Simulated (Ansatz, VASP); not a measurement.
# ZnS (Wurtzite-2H): VASP beside Ansatz, part 3 of 3

Aim: how closely do two programs agree when they are given the same cell, functional and k mesh? The cell is taken from a series of runs on this material, whose earlier steps may have relaxed, scaled, displaced or heated it; both programs get it as it stands.

VASP 6.6.1 and Ansatz 0.2.0.

So far: Set-up; VASP: zone-centre phonons, PBE.

### Step 3. Ansatz: zone-centre phonons, PBE

Level of this step: Ansatz beside VASP: Kohn-Sham DFT, plane waves, PBE (Ansatz).

Ansatz runs on its PAW soft_1 files.

The same cell, functional and mesh now go to Ansatz, which takes its cutoff from its data sets.

The input, input.yaml:

```yaml
crystal:
  lattice:
    - [3.7641344917, 0.0, 0.0]
    - [-1.8820672458, 3.2598360931, 0.0]
    - [0.0, 0.0, 6.1855296471]
  atoms:
    - { symbol: S, position: [0.3333333333, 0.6666666667, 0.3793751666] }
    - { symbol: S, position: [0.6666666667, 0.3333333333, 0.8793751666] }
    - { symbol: Zn, position: [0.3333333333, 0.6666666667, 0.0056248334] }
    - { symbol: Zn, position: [0.6666666667, 0.3333333333, 0.5056248334] }
kpoints:
  mp_grid: { grid: [12, 12, 8] }
hamiltonian:
  xc: pbe
  pseudopotentials: { kind: paw, azcp: { folder: soft_1 } }
scf:
  occupations: { method: fixed }
output:
  eigenvalues: true
phonons:
  method: dfpt
  dielectric: true
  rigid_motions: translations
```

On the command line:

```console
$ ansatz run input.yaml --threads 8 --pin off --max-ram 16384MiB --backend cpu --events-out ev --progress --plain --runs-dir out
```

Numbers of over 12 decimals in the logs are rounded to 6 here.

The log of the run:

```text
Engine: ansatz 0.2.0, x86_64-unknown-linux-gnu
Pseudopotentials: kind: paw
Pseudopotential: S, paw, valence charge 6, recommended cutoff 420 eV (normal), soft_1/S.paw.azcp
Pseudopotential: Zn, paw, valence charge 12, recommended cutoff 420 eV (normal), soft_1/Zn.paw.azcp
Functional definition: PBE
  parameter kappa = 0.804
  parameter beta = 0.066725
  exchange = pbe_x(kappa = kappa, mu = beta*pi^2/3)
  correlation = pbe_c(beta = beta)
Crystal: 4 atoms, lattice volume = 75.899 Å³
Basis set: ecut = 420 eV, 1509 PW (Γ), exchange–correlation on 54×54×96 points (8 copies of the dense FFT grid, shifted against one another)
Bands: 22, of which v1, the nominal top of the filled ones, is band 18 counted from 1 (17 counted from 0)
Symmetry: 12 space group operations
k-points: 320 of 1152 (irreducible under 2 space group operations, time reversal used)
Non-local potential: S, projectors of the file, l = 0: 2, l = 1: 2, l = 2: 1
Non-local potential: Zn, projectors of the file, l = 0: 2, l = 1: 2, l = 2: 3, l = 3: 1
PAW form: soft (Blöchl's): semilocal exchange-correlation on the pseudo side does not see the compensation charge
PAW one-centre angular grid: S, 110 points (default); XC on 64 Gauss nodes
PAW one-centre angular grid: Zn, 590 points (default); XC on 64 Gauss nodes
Initial density: superposition of atomic densities (chi_scale 0.1, normalization cell, long waves kept (reshape's long-wave potential 0.00 eV rms))
Initial wavefunctions: pseudopotential atomic-orbital guess
Functional: x = pbe(κ = 0.804, μ = 0.219515), c = pbe(β = 0.066725)
SCF iter   1: F=—  HF=-8445.583770 eV  |F-HF|=—  |Δ(HF+E_count)|=         —  Δρ=4.14e-2  dr2=8.19e-1  ethr=3.10e-3  ⟨swp⟩=5.0  Hψ=34735  notcnv=0  defer=609
preconditioner: auto → Resta (q_TF=auto, 2.409 Å⁻¹)  ε∞=6.3  [insulator: Δε(μ)=2.552 eV  Ē_g=11.147 eV  n_scr=22 (ndim 8)  ℏωp=25.6 eV  f_vac=0.003  ε∞_Penn≈6.3]
SCF iter   2: F=—  HF=-8445.418715 eV  |F-HF|=—  |Δ(HF+E_count)|=   1.65e-1  Δρ=1.69e-2  dr2=1.85e-1  ethr=2.28e-3  ⟨swp⟩=2.4  Hψ=14663  notcnv=0  defer=634
SCF iter   3: F=—  HF=-8445.398562 eV  |F-HF|=—  |Δ(HF+E_count)|=   2.02e-2  Δρ=1.12e-2  dr2=6.22e-2  ethr=5.14e-4  ⟨swp⟩=2.0  Hψ=12803  notcnv=0  defer=637
SCF iter   4: F=—  HF=-8445.386896 eV  |F-HF|=—  |Δ(HF+E_count)|=   1.17e-2  Δρ=3.25e-3  dr2=5.67e-3  ethr=1.73e-4  ⟨swp⟩=2.0  Hψ=15363  notcnv=0  defer=637
SCF iter   5: F=—  HF=-8445.390248 eV  |F-HF|=—  |Δ(HF+E_count)|=   3.35e-3  Δρ=5.59e-4  dr2=3.00e-4  ethr=1.57e-5  ⟨swp⟩=3.0  Hψ=13223  notcnv=0  defer=637
SCF iter   6: F=—  HF=-8445.390781 eV  |F-HF|=—  |Δ(HF+E_count)|=   5.33e-4  Δρ=2.77e-4  dr2=6.49e-5  ethr=8.34e-7  ⟨swp⟩=2.1  Hψ=13126  notcnv=0  defer=637
SCF iter   7: F=—  HF=-8445.390880 eV  |F-HF|=—  |Δ(HF+E_count)|=   9.92e-5  Δρ=6.99e-5  dr2=1.60e-6  ethr=1.80e-7  ⟨swp⟩=2.0  Hψ=13292  notcnv=0  defer=632
SCF iter   8: F=—  HF=-8445.390884 eV  |F-HF|=—  |Δ(HF+E_count)|=   3.65e-6  Δρ=2.60e-5  dr2=3.28e-7  ethr=4.46e-9  ⟨swp⟩=2.0  Hψ=12195  notcnv=0  defer=13
SCF iter   9: F=—  HF=-8445.390884 eV  |F-HF|=—  |Δ(HF+E_count)|=   2.51e-7  Δρ=4.19e-6  dr2=1.09e-8  ethr=9.11e-10  ⟨swp⟩=2.0  Hψ=12374  notcnv=0  defer=13
SCF iter  10: F=—  HF=-8445.390884 eV  |F-HF|=—  |Δ(HF+E_count)|=   1.36e-8  Δρ=5.63e-7  dr2=2.48e-10  ethr=3.03e-11  ⟨swp⟩=2.0  Hψ=12800  notcnv=0  defer=13
SCF iter  11: F=-8445.390884 eV  HF=-8445.390884 eV  |F-HF|=2.00e-11  |Δ(HF+E_count)|=  2.09e-10  Δρ=1.45e-7  dr2=1.32e-11  ethr=1.00e-12  ⟨swp⟩=10.8  Hψ=54517  notcnv=0
SCF 1 converged in 11 iterations: F = -8445.390884 eV  dr2 = 1.32e-11
  greatest PAW one-centre occupation: 0.983 electrons in one spin orbital (limit 2), on the Zn atom at site 3 (counted from 0), in its partial waves of l = 2
DFPT response loops at Γ: preconditioner auto → Resta (q_TF=auto, 2.409 Å⁻¹)  ε∞=5.1 (no band partly filled); β = 1.00, the filter's whole step (`scf.mixing.beta` (0.50) is not read by the response loops at its default; to damp them type it under 1.00, their step now; it binds the ground state too); Broyden in place of MSR1
── the response to a field inside a basis, on 12×12×8 k-points: an SCF that follows is theirs, and a resumed run solves both again ──
Bands: 19, of which v1, the nominal top of the filled ones, is band 18 counted from 1 (17 counted from 0)
k-points: 168 of 1152 (irreducible under 4 space group operations, time reversal used)
Initial density: handed on by an earlier stage of this run
Initial wavefunctions: pseudopotential atomic-orbital guess (no wavefunctions were taken with the density)
Eigensolver: Dense (168 Hₖ)
SCF iter   1: F=—  HF=-8445.387460 eV  |F-HF|=—  |Δ(HF+E_count)|=         —  Δρ=1.58e-4  dr2=5.80e-6  ethr=1.00e-1
preconditioner: auto → Resta (q_TF=auto, 2.409 Å⁻¹)  ε∞=7.9  [insulator: Δε(μ)=2.573 eV  Ē_g=9.727 eV  n_scr=22 (ndim 8)  ℏωp=25.6 eV  f_vac=0.034  ε∞_Penn≈7.9]
SCF iter   2: F=—  HF=-8445.387462 eV  |F-HF|=—  |Δ(HF+E_count)|=   1.77e-6  Δρ=2.15e-4  dr2=1.59e-5  ethr=1.61e-8
SCF iter   3: F=—  HF=-8445.387462 eV  |F-HF|=—  |Δ(HF+E_count)|=   3.59e-7  Δρ=2.33e-5  dr2=1.05e-7  ethr=1.61e-8
SCF iter   4: F=-8445.387460 eV  HF=-8445.387460 eV  |F-HF|=7.27e-8  |Δ(HF+E_count)|=   1.18e-6  Δρ=1.11e-5  dr2=2.20e-8  ethr=2.91e-10
SCF 1 converged in 4 iterations: F = -8445.387460 eV  dr2 = 2.20e-8
DFPT response loops at Γ: preconditioner auto → Resta (q_TF=auto, 2.409 Å⁻¹)  ε∞=4.8 (no band partly filled); β = 1.00, the filter's whole step (`scf.mixing.beta` (0.50) is not read by the response loops at its default; to damp them type it under 1.00, their step now; it binds the ground state too); Broyden in place of MSR1
SCF converged after 11 iterations
Free energy (F): -8445.390884 eV
Harris-Foulkes:  -8445.390884 eV  (|F-HF|=2.00e-11)
Internal energy: -8445.390884 eV  (E = F + TS)
E sigma→0 (E₀):  -8445.390884 eV
Fermi energy:    6.308939 eV
--- Per-component energies (eV) ---
  E_band       = 23.167674
  E_kinetic    = 509.217800
  E_local      = -4490.530065  (includes V_loc(G=0)·N_el)
  E_nonlocal   = 1709.097848
  E_hartree    = 1712.032199
  E_xc         = -335.920881
  E_vxc        = -269.095821  (∫ρ·V_xc dr)
  E_paw        = -5012.744338  (= ΣΔE_a)
  E_vpaw       = -859.585818  (= ΣTr[D̂ρ^β])
  E_aug_tail   = -0.000509  (compensation charges beyond the density's cutoff)
  E_ewald      = -2536.542937
  E_smearing   = -0.000000  (= −TS)
  E_closure    = 0.000000  (closes the sum)
  Σ components = -8445.390884   (vs F -8445.390884, Δ=0.00e0)
--- Band table (eV; the first three rows and the last of 320) ---
  k-point 0: bands = [... 14 lower, 5.3636, 6.2119, 6.3089, 6.3089, 8.6539, 9.4771, 12.5710, 12.5710]
  k-point 1: bands = [... 14 lower, 5.3965, 5.8546, 6.2693, 6.2693, 8.9703, 9.5171, 12.5928, 12.5928]
  k-point 2: bands = [... 14 lower, 5.4913, 5.4913, 6.1582, 6.1582, 9.5535, 9.6324, 12.5210, 12.6674]
  k-point 319: bands = [... 14 lower, 3.6305, 3.6305, 4.7527, 4.7527, 10.7920, 10.7920, 12.6604, 12.6604]
--- Phonons (Γ-DFPT): 4 representative perturbations + reference, on 320 of 1152 k-points (Σ response iterations 13) ---
  k mesh reduced under 2 symmetry operations, with k and −k counted as one. Each operation leaves every solved perturbation unchanged. A smaller set is not considered because the run solves the response to a homogeneous field
  ASR residual: 1.035e-4 → 0.000e0 eV/Å²; symmetrization residual: 3.822e-6 eV/Å²
  ASR residual per site (eV/Å²): 6.57e-5 6.57e-5 1.03e-4 1.03e-4
  Γ frequencies (cm⁻¹): 0.00 0.00 0.00 64.50 64.50 198.70 288.55 291.91 291.91 299.69 299.69 350.62
  ε∞ (high-frequency dielectric tensor):
        5.801002    -0.000000    -0.000000
        0.000000     5.801002    -0.000000
       -0.000000    -0.000000     5.931524
  ε⁰ (static dielectric tensor: ions relaxed, cell fixed):
        8.286712    -0.000000    -0.000000
        0.000000     8.286712     0.000000
       -0.000000     0.000000     8.767250
  ε⁰ − ε∞ (ionic part):
        2.485710     0.000000     0.000000
        0.000000     2.485710     0.000000
        0.000000     0.000000     2.835726
  softest optical mode at Γ: 64.50 cm⁻¹; the repairs (sum rule, projections) moved no ω² at Γ by more than (0.97 cm⁻¹)²
  Born effective charges Z* (e; rows j = field, columns β = displacement):
    site 0:
        -1.87455   -0.00000    0.00000
        -0.00000   -1.87455    0.00000
         0.00000    0.00000   -1.97913
    site 1:
        -1.87455    0.00000    0.00000
        -0.00000   -1.87455    0.00000
         0.00000    0.00000   -1.97913
    site 2:
         1.87455    0.00000   -0.00000
         0.00000    1.87455   -0.00000
        -0.00000   -0.00000    1.97913
    site 3:
         1.87455    0.00000   -0.00000
         0.00000    1.87455    0.00000
        -0.00000   -0.00000    1.97913
  Z* charge neutrality: 1.329e-3 e pre-enforcement
  solved inside a basis spanned on kpoints, on 12×12×8 k-points, its susceptibility summed on 16×16×8: ε∞ is read to err by 1.7e-2, Z* by 1.3e-2 e (field_mesh: kpoints solves on kpoints); Z* is corrected for what the basis lacks
  optical modes at Γ without the LO–TO term, one row a degenerate level:
      ω (cm⁻¹)  modes    IR ((D/Å)²/amu)
         64.50      2             0.0000
        198.70      1             0.0000
        288.55      1             8.4018
[...]
optical modes at Γ + LO–TO along q̂ = [1.0000, 0.0000, 0.0000]:
      ω (cm⁻¹)  modes    IR ((D/Å)²/amu)
[...]
optical modes at Γ + LO–TO along q̂ = [0.0000, 1.0000, 0.0000]:
      ω (cm⁻¹)  modes    IR ((D/Å)²/amu)
[...]
348.89      1             7.5373
        350.62      1             0.0000
  optical modes at Γ + LO–TO along q̂ = [0.0000, 0.0000, 1.0000]:
      ω (cm⁻¹)  modes    IR ((D/Å)²/amu)
         64.50      2             0.0000
        198.70      1             0.0000
        291.91      2            15.0746
        299.69      2             0.0000
        350.62      1             0.0000
        350.80      1             8.4018
```

The column dr2 measures how far the density is from self-consistency, as an energy; F and HF (Harris–Foulkes) agree once it is small.

### Step 4. Differences

Known differences besides the potentials themselves: fixed occupations in Ansatz, narrow Gaussian smearing in VASP; VASP's response is taken on the typed mesh, Ansatz refines its own for the field response alone; the cutoff is 420 eV in Ansatz and 500 eV in VASP. Total energies have different zeros and are not compared.

Compared:

```csv
quantity,Ansatz,VASP,difference
ε∞ xx,5.80,5.79,+0.25 %
ε∞ yy,5.80,5.79,+0.25 %
ε∞ zz,5.93,5.91,+0.31 %
Born charge of S1 (mean of the diagonal) (e),-1.91,-1.93,+0.02
Born charge of Zn3 (mean of the diagonal) (e),1.91,1.93,-0.02
optical mode 1 to 2 (cm⁻¹),64.5,62.3,+3.59 %
optical mode 3 (cm⁻¹),198.7,200.1,-0.69 %
optical mode 4 (cm⁻¹),288.6,290.0,-0.50 %
optical mode 5 to 6 (cm⁻¹),291.9,292.6,-0.23 %
optical mode 7 to 8 (cm⁻¹),299.7,300.4,-0.24 %
optical mode 9 (cm⁻¹),350.6,351.4,-0.22 %
```

Modes are paired by rising frequency, not by their patterns, so a pair may set unlike modes beside each other; they are those without the splitting of longitudinal modes.

### Step 5. Outcome

| Property | Result |
| --- | --- |
| r.m.s. difference of the optical zone-centre modes, each program's sorted by frequency (zone-centre phonons, PBE) | 1.4 cm⁻¹ |
| difference in optical mode 1 to 2 (zone-centre phonons, PBE) | +3.6 % |

**Reading.** The r.m.s. difference of the optical zone-centre modes, each program's sorted by frequency is 1.4 cm⁻¹ (zone-centre phonons, PBE). Among the rows given in per cent, the largest difference of the zone-centre phonons, PBE pair is in optical mode 1 to 2, +3.6 %. How closely two codes agree says nothing of how well the functional describes the real material.

[Lines on the potential files, build, host, timing and source positions are cut from VASP's logs without a mark.]

[Logs are printed without paths, hosts, clocks, repeated set-up lines and the standing remarks that a program may print on its own settings, such as how far it seeks lower states.]

[Hosts, paths, dates, database ids (printed as entryN), source tags and the programs' standing remarks are cut or masked in the printed files.]
